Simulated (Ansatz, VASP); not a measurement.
# Zn5Cd7S12 in two plane-wave programs, part 2 of 3

Aim: how closely do two programs agree when they are given the same cell, functional and k mesh? Of the first pair: The structure shown is the start of the Ansatz relaxation below; VASP solves that cell, so the two are compared at the walk's first step.

VASP 6.6.1 and Ansatz 0.2.0.

So far: The structure; Ansatz: relaxation, PBE.

**3. VASP: single point, PBE, start cell, pair 1**

Level of this step: PBE; plane waves and PAW (Zn, Cd, S) (VASP).

The same cell, functional, mesh and smearing now go to VASP, with its own data sets.

Lines of VASP's logs that name or quote its potential files are left out, and so is its time.

INCAR

```
SYSTEM = Zn5Cd7S12
PREC = Accurate
ENCUT = 400
EDIFF = 1E-06
NELM = 120
ISMEAR = 0
SIGMA = 0.05
LREAL = Auto
ALGO = Normal
GGA = PE
NBANDS = 376
LORBIT = 11
LWAVE = .FALSE.
LCHARG = .FALSE.
ISIF = 2
LASPH = .TRUE.
GGA_COMPAT = .FALSE.
EFERMI = MIDGAP
NCORE = 2
```

POSCAR

```
Zn5Cd7S12
1.0
   11.9098000000      0.0000000000      0.0000000000
    0.0000000000     11.9098000000      0.0000000000
    0.0000000000      0.0000000000     11.9098000000
Zn Cd S
15 21 36
Direct
    0.3714168164      0.9541973837      0.9242892408
    0.0398411392      0.2835312096      0.9348183849
    0.5345765672      0.1127558817      0.1853011805
    0.0373977733      0.2806932106      0.4276478194
    0.5198575963      0.4546088096      0.1777863608
    0.6833112227      0.6219919730      0.4205612185
    0.3723404255      0.6244941141      0.9390166082
    0.3687299535      0.6249307293      0.4206619759
    0.3774538615      0.9389326437      0.4411828914
    0.5300928647      0.7922383247      0.1756116811
    0.2108935498      0.7809199147      0.1897429008
    0.5283883860      0.1125795563      0.6945204789
    0.1955700348      0.4446590203      0.1788191237
    0.8609212581      0.7776117147      0.1793900821
    0.7030932509      0.6293472602      0.9327696519
    0.2034459017      0.7831533695      0.6861408252
    0.6939495206      0.9415103528      0.4308888478
    0.7139582529      0.2883591664      0.9375304371
    0.3587885607      0.2919276562      0.4230717560
    0.8501066349      0.4636433861      0.1831684831
    0.5263816353      0.7911215973      0.6858637425
    0.2102134377      0.4528203664      0.6752590304
    0.0344086383      0.9484206284      0.9386975432
    0.8652286352      0.7730860300      0.6940502779
    0.8653713748      0.4524173370      0.6811785252
    0.6990293708      0.9568338679      0.9406707082
    0.3739189575      0.2827167543      0.9303430788
    0.2043779073      0.1085492620      0.1861828074
    0.6829585719      0.2933802415      0.4398814422
    0.8601487850      0.1239063628      0.1855026953
    0.2032779728      0.1218240441      0.6753681842
    0.8585366673      0.1136459051      0.6916321013
    0.0388503585      0.6120505802      0.9283111387
    0.5298493677      0.4585215537      0.6871232095
    0.0364825606      0.9333406103      0.4353725503
    0.0348284606      0.6150565081      0.4233908210
    0.2022871921      0.2800886665      0.8126836723
    0.5413608961      0.2783757914      0.8005508069
    0.2162168970      0.6120169944      0.2910712187
    0.2039832743      0.9607130262      0.8013232800
    0.3617860921      0.7776536970      0.5480780534
    0.3821222858      0.1032595006      0.5542158558
    0.8623990327      0.9430972812      0.3079816622
    0.0331659642      0.1174914776      0.0649213253
    0.0320240474      0.7784933416      0.5701271222
    0.3672605753      0.4597222455      0.5377336311
    0.3818032209      0.1128230533      0.0563905355
    0.2128919041      0.6137886446      0.8082419520
    0.3616685419      0.7969403349      0.0548539858
    0.5219399150      0.9528539522      0.2985272633
    0.8852205747      0.2885774740      0.8098540698
    0.2188617777      0.9354481184      0.3153033636
    0.6794572537      0.4709063124      0.0542158558
    0.8659591261      0.9430301097      0.8197870661
    0.5242741272      0.6189860451      0.8314329376
    0.6971989454      0.4628961024      0.5472635980
    0.1926396749      0.2904498816      0.2948328267
    0.8504340963      0.6312028749      0.3128767905
    0.6962165612      0.1242842029      0.0654586979
    0.0401937900      0.4422324472      0.5476834204
    0.5381534535      0.9539874725      0.8127088616
    0.3588221465      0.4498480243      0.0578011386
    0.0479940889      0.7730608407      0.0755008480
    0.6989370099      0.7691984752      0.5627382492
    0.8615174058      0.6072142269      0.8202236813
    0.5231573998      0.6192379385      0.2979479084
    0.8651614637      0.2915078339      0.3216762666
    0.0416883575      0.4362625737      0.0577339670
    0.6909939714      0.7870073385      0.0714621572
    0.6786595913      0.1171808091      0.5748795110
    0.0266419251      0.1208500563      0.5534181934
    0.5243832810      0.2811298259      0.2918604846
```

KPOINTS

```
Automatic mesh
0
Gamma
1 1 1
0 0 0
```

PAW data sets: Zn, Cd and S (PBE family, release 64).

The run is started by

```sh
$ mpirun -np 8 vasp_gam
```

Numbers of over 12 decimals in the logs are rounded to 6 here.

Output:

```text
[banner, memory and clock lines left out]
running    8 mpi-ranks, on    1 nodes
[...]
LDA part: xc-table for (Slater+PW92), standard interpolation
 POSCAR, INCAR and KPOINTS ok, starting setup
[...]
entering main loop
       N       E                     dE             d eps       ncg     rms          rms(c)
DAV:   1     0.726316511517E+04    0.72632E+04   -0.27862E+05   752   0.163E+03
DAV:   2     0.101173646093E+04   -0.62514E+04   -0.60931E+04   760   0.469E+02
DAV:   3    -0.134235051774E+03   -0.11460E+04   -0.10931E+04   840   0.179E+02
DAV:   4    -0.241952904008E+03   -0.10772E+03   -0.10643E+03   856   0.529E+01
[...]
DAV:  17    -0.225729487994E+03    0.27995E-05   -0.27152E-05   992   0.211E-02    0.137E-02
DAV:  18    -0.225729488316E+03   -0.32167E-06   -0.11809E-05   688   0.782E-03    0.824E-03
DAV:  19    -0.225729488410E+03   -0.94464E-07   -0.14246E-06   464   0.632E-03
   1 F= -.22572949E+03 E0= -.22572949E+03  d E =-.326740E-59
```

OUTCAR, selected parts (step 3):

```text
 POSITION                                       TOTAL-FORCE (eV/Angst)
 -----------------------------------------------------------------------------------
      4.42350     11.36430     11.00810        -0.263628      0.150414      0.306906
      0.47450      3.37680     11.13350         0.297672     -0.301053      0.114947
      6.36670      1.34290      2.20690        -0.210183      0.262952     -0.213532
      0.44540      3.34300      5.09320        -0.282695     -0.038094      0.008023
      6.19140      5.41430      2.11740        -0.132537     -0.167305     -0.040972
      8.13810      7.40780      5.00880        -0.013957     -0.002478      0.266937
      4.43450      7.43760     11.18350        -0.885330     -0.058457      0.832056
      4.39150      7.44280      5.01000        -0.123182     -0.247073     -0.023686
      4.49540     11.18250      5.25440        -0.175942      0.433726     -0.346725
      6.31330      9.43540      2.09150        -0.693846     -0.101220      0.307683
      2.51170      9.30060      2.25980         0.064794      0.067146     -0.161368
      6.29300      1.34080      8.27160        -0.226948      0.106645     -0.222533
      2.32920      5.29580      2.12970         0.331806      0.364097     -0.314719
     10.25340      9.26120      2.13650         0.329087      0.445909      0.210855
[...]
-----------------------------------------------------------------------------------
    total drift:                               -0.001583     -0.006077      0.010594

  FREE ENERGIE OF THE ION-ELECTRON SYSTEM (eV)
  ---------------------------------------------------
  free  energy   TOTEN  =      -225.7294884100 eV

  energy  without entropy=     -225.7294884100  energy(sigma->0) =     -225.72948841

[... 1 further part left out ...]
```

The run ends at a pressure of 0.32 GPa, with forces up to 1.5 eV/Å.

**4. Side by side**

Known differences besides the potentials themselves: the data sets hold 816 valence electrons in Ansatz (on its PAW soft_1 files) and 648 in VASP; the cutoff is 420 eV in Ansatz and 400 eV in VASP (PREC = Accurate, projectors in real space). Total energies have different zeros and are not compared.

Forces on 9 of the 72 atoms, those with the largest forces and the largest differences (eV/Å; atoms numbered as in POSCAR):

```tsv
atom	Ansatz x, y, z	VASP x, y, z
Zn7	-0.877, -0.057, 0.819	-0.885, -0.058, 0.832
Cd29	0.030, -1.015, -0.465	0.023, -1.042, -0.477
S40	0.489, -0.825, 1.171	0.501, -0.837, 1.199
S46	0.502, 0.690, 0.469	0.517, 0.723, 0.464
S55	1.132, 0.306, -0.672	1.137, 0.313, -0.660
S56	-0.112, 0.940, 0.510	-0.110, 0.982, 0.514
S59	-0.705, -0.015, 0.121	-0.739, -0.015, 0.130
S61	-1.060, 0.393, -0.096	-1.084, 0.415, -0.096
S69	0.822, -0.526, -0.548	0.824, -0.544, -0.541
```

The forces differ by 12 meV/Å r.m.s., which is 2.8 % of the r.m.s. force of 0.414 eV/Å (both taken over all components).

**5. Ansatz: relaxation, PBE**

This run makes the geometry at which the two programs are then compared. The cell compared in this pair holds 1691.07 Å³, against 1689.33 Å³ for the pair before.

The structure compared here is the end of the Ansatz relaxation.

input.yaml

```yaml
crystal:
  lattice:
    - [11.9098, 0.0, 0.0]
    - [0.0, 11.9098, 0.0]
    - [0.0, 0.0, 11.9098]
  atoms:
    - { symbol: Zn, position: [0.37142, 0.9542, 0.92429] }
    - { symbol: Zn, position: [0.03984, 0.28353, 0.93482] }
    - { symbol: Zn, position: [0.53458, 0.11276, 0.1853] }
    - { symbol: Zn, position: [0.0374, 0.28069, 0.42765] }
    - { symbol: Zn, position: [0.51986, 0.45461, 0.17779] }
    - { symbol: Zn, position: [0.68331, 0.62199, 0.42056] }
    - { symbol: Zn, position: [0.37234, 0.62449, 0.93902] }
    - { symbol: Zn, position: [0.36873, 0.62493, 0.42066] }
    - { symbol: Zn, position: [0.37745, 0.93893, 0.44118] }
    - { symbol: Zn, position: [0.53009, 0.79224, 0.17561] }
    - { symbol: Zn, position: [0.21089, 0.78092, 0.18974] }
    - { symbol: Zn, position: [0.52839, 0.11258, 0.69452] }
    - { symbol: Zn, position: [0.19557, 0.44466, 0.17882] }
    - { symbol: Zn, position: [0.86092, 0.77761, 0.17939] }
    - { symbol: Zn, position: [0.70309, 0.62935, 0.93277] }
    - { symbol: Cd, position: [0.20345, 0.78315, 0.68614] }
    - { symbol: Cd, position: [0.69395, 0.94151, 0.43089] }
    - { symbol: Cd, position: [0.71396, 0.28836, 0.93753] }
    - { symbol: Cd, position: [0.35879, 0.29193, 0.42307] }
    - { symbol: Cd, position: [0.85011, 0.46364, 0.18317] }
    - { symbol: Cd, position: [0.52638, 0.79112, 0.68586] }
    - { symbol: Cd, position: [0.21021, 0.45282, 0.67526] }
    - { symbol: Cd, position: [0.03441, 0.94842, 0.9387] }
    - { symbol: Cd, position: [0.86523, 0.77309, 0.69405] }
    - { symbol: Cd, position: [0.86537, 0.45242, 0.68118] }
    - { symbol: Cd, position: [0.69903, 0.95683, 0.94067] }
    - { symbol: Cd, position: [0.37392, 0.28272, 0.93034] }
    - { symbol: Cd, position: [0.20438, 0.10855, 0.18618] }
    - { symbol: Cd, position: [0.68296, 0.29338, 0.43988] }
    - { symbol: Cd, position: [0.86015, 0.12391, 0.1855] }
    - { symbol: Cd, position: [0.20328, 0.12182, 0.67537] }
    - { symbol: Cd, position: [0.85854, 0.11365, 0.69163] }
    - { symbol: Cd, position: [0.03885, 0.61205, 0.92831] }
    - { symbol: Cd, position: [0.52985, 0.45852, 0.68712] }
    - { symbol: Cd, position: [0.03648, 0.93334, 0.43537] }
    - { symbol: Cd, position: [0.03483, 0.61506, 0.42339] }
    - { symbol: S, position: [0.20229, 0.28009, 0.81268] }
    - { symbol: S, position: [0.54136, 0.27838, 0.80055] }
    - { symbol: S, position: [0.21622, 0.61202, 0.29107] }
    - { symbol: S, position: [0.20398, 0.96071, 0.80132] }
    - { symbol: S, position: [0.36179, 0.77765, 0.54808] }
    - { symbol: S, position: [0.38212, 0.10326, 0.55422] }
    - { symbol: S, position: [0.8624, 0.9431, 0.30798] }
    - { symbol: S, position: [0.03317, 0.11749, 0.06492] }
    - { symbol: S, position: [0.03202, 0.77849, 0.57013] }
    - { symbol: S, position: [0.36726, 0.45972, 0.53773] }
    - { symbol: S, position: [0.3818, 0.11282, 0.05639] }
    - { symbol: S, position: [0.21289, 0.61379, 0.80824] }
    - { symbol: S, position: [0.36167, 0.79694, 0.05485] }
    - { symbol: S, position: [0.52194, 0.95285, 0.29853] }
    - { symbol: S, position: [0.88522, 0.28858, 0.80985] }
    - { symbol: S, position: [0.21886, 0.93545, 0.3153] }
    - { symbol: S, position: [0.67946, 0.47091, 0.05422] }
    - { symbol: S, position: [0.86596, 0.94303, 0.81979] }
    - { symbol: S, position: [0.52427, 0.61899, 0.83143] }
    - { symbol: S, position: [0.6972, 0.4629, 0.54726] }
    - { symbol: S, position: [0.19264, 0.29045, 0.29483] }
    - { symbol: S, position: [0.85043, 0.6312, 0.31288] }
    - { symbol: S, position: [0.69622, 0.12428, 0.06546] }
    - { symbol: S, position: [0.04019, 0.44223, 0.54768] }
    - { symbol: S, position: [0.53815, 0.95399, 0.81271] }
    - { symbol: S, position: [0.35882, 0.44985, 0.0578] }
    - { symbol: S, position: [0.04799, 0.77306, 0.0755] }
    - { symbol: S, position: [0.69894, 0.7692, 0.56274] }
    - { symbol: S, position: [0.86152, 0.60721, 0.82022] }
    - { symbol: S, position: [0.52316, 0.61924, 0.29795] }
    - { symbol: S, position: [0.86516, 0.29151, 0.32168] }
    - { symbol: S, position: [0.04169, 0.43626, 0.05773] }
    - { symbol: S, position: [0.69099, 0.78701, 0.07146] }
    - { symbol: S, position: [0.67866, 0.11718, 0.57488] }
    - { symbol: S, position: [0.02664, 0.12085, 0.55342] }
    - { symbol: S, position: [0.52438, 0.28113, 0.29186] }
kpoints:
  mp_grid: { grid: [1, 1, 1] }
hamiltonian:
  xc: pbe
  pseudopotentials: { kind: paw, azcp: { folder: soft_1 } }
scf:
  occupations: { method: gaussian, width: 0.05 }
output:
  forces: true
relax:
  f_tol: 0.05
  max_steps: 150
  cell: {}
```

The run is started by

```sh
$ ansatz run input.yaml --threads 4 --pin off --max-ram 8192MiB --backend cpu --events-out ev --progress --plain --runs-dir out
```

Output:

```text
[...]
Crystal: 72 atoms, lattice volume = 1689.326 Å³
Basis set: ecut = 420 eV, 33059 PW (Γ), exchange–correlation on 160×160×160 points (8 copies of the dense FFT grid, shifted against one another)
Bands: 490, of which v1, the nominal top of the filled ones, is band 408 counted from 1 (407 counted from 0)
Symmetry: 1 space group operations
[...]
k-points: 1
[...]
- { symbol: S, position: [0.210370, 0.617340, 0.295604] }
    - { symbol: S, position: [0.212148, 0.948837, 0.819038] }
    - { symbol: S, position: [0.368548, 0.781633, 0.535074] }
    - { symbol: S, position: [0.375271, 0.105209, 0.549037] }
    - { symbol: S, position: [0.864877, 0.941418, 0.300633] }
    - { symbol: S, position: [0.034622, 0.126578, 0.050797] }
[...]
- { symbol: S, position: [0.696571, 0.776440, 0.069891] }
    - { symbol: S, position: [0.688887, 0.115413, 0.565291] }
    - { symbol: S, position: [0.036489, 0.125619, 0.547134] }
    - { symbol: S, position: [0.531197, 0.284487, 0.286572] }
[key lines of the parts left out:]
P = ⅓ Tr σ = -0.0071 GPa (-0.071 kbar)
```

(Continued in part 3 of 3.)

[Lines on the potential files, build, host, timing and source positions are cut from VASP's logs without a mark.]

[Logs are printed without paths, hosts, clocks, repeated set-up lines and the standing remarks that a program may print on its own settings, such as how far it seeks lower states.]

[Hosts, paths, dates, database ids (printed as entryN), source tags and the programs' standing remarks are cut or masked in the printed files.]
